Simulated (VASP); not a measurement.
```xyz
1
Lattice="0.0000 1.8929 1.8929 1.8929 0.0000 1.8929 1.8929 1.8929 0.0000" Properties=species:S:1:pos:R:3 pbc="T T T"
Rh     0.0000     0.0000     0.0000
```

Level of theory: PBE GGA, VASP's PBE PAW potentials (set 64) (plane waves; VASP 6.6.1). Settings: 500 eV cut-off, 16×16×16 Γ-centred mesh, first-order Methfessel-Paxton smearing of 0.10 eV, potentials Rh_pv.

Energy and stress use the plane-wave basis of the starting cell.

Q: The ions, cell shape and volume at an external pressure of 20.0 GPa are relaxed. Which structure does the run end with?

A: 
```xyz
1
Lattice="0.0000 1.8738 1.8738 1.8738 0.0000 1.8738 1.8738 1.8738 0.0000" Properties=species:S:1:pos:R:3 pbc="T T T"
Rh     0.0000     1.8738     1.8738
```
Space group Fm-3m (225), at a tolerance of 0.03 Å.

Q: How do energy and volume change from the first to the last step?

A: The energy (σ→0) changes by +37.4 meV/atom and the volume by -3.0 %, in 4 ionic steps.

The compound is Rh in the fcc structure. This run relaxes it under an external pressure of 20 GPa. Symmetry was kept, so distortions that lower it aren't found.
